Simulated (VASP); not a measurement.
Input:

```
PdTe
1.0
    3.38969     0.00000     0.00000
    0.00000     3.38969     0.00000
    0.00000     0.00000     3.38969
Pd Te
1 1
Direct
  0.00000   0.00000   0.00000
  0.50000   0.50000   0.50000
```

The numbers are results of PBEsol GGA, VASP's PBE PAW potentials (set 64) (plane waves; VASP), not measurements. Numerical set-up: 400 eV cut-off, Gaussian smearing of 0.050 eV, potentials Pd Te.

Task: Give the energies of bands 2 to 11 at the high-symmetry points, in eV from the Fermi level.

Result: 
| band | Γ | X | M | R |
|---|---|---|---|---|
| 2 | -4.24 | -8.03 | -5.80 | -6.54 |
| 3 | -4.24 | -4.12 | -5.80 | -6.54 |
| 4 | -2.76 | -4.12 | -4.10 | -6.54 |
| 5 | -2.76 | -3.94 | -3.29 | -2.07 |
| 6 | -2.76 | -2.72 | -3.29 | -2.07 |
| 7 | -1.13 | -1.97 | -2.22 | 0.49 |
| 8 | -1.13 | 2.25 | -2.11 | 0.49 |
| 9 | -1.13 | 2.25 | 0.44 | 0.49 |
| 10 | 2.30 | 5.08 | 1.17 | 1.25 |
| 11 | 6.30 | 5.39 | 8.47 | 1.25 |

It has no gap at this level: it comes out as a metal or semimetal.

The structure was generated: PdTe was put into the CsCl type type (Pm-3m), which need not be its known phase. It was relaxed first, which changed the volume by -17 %.
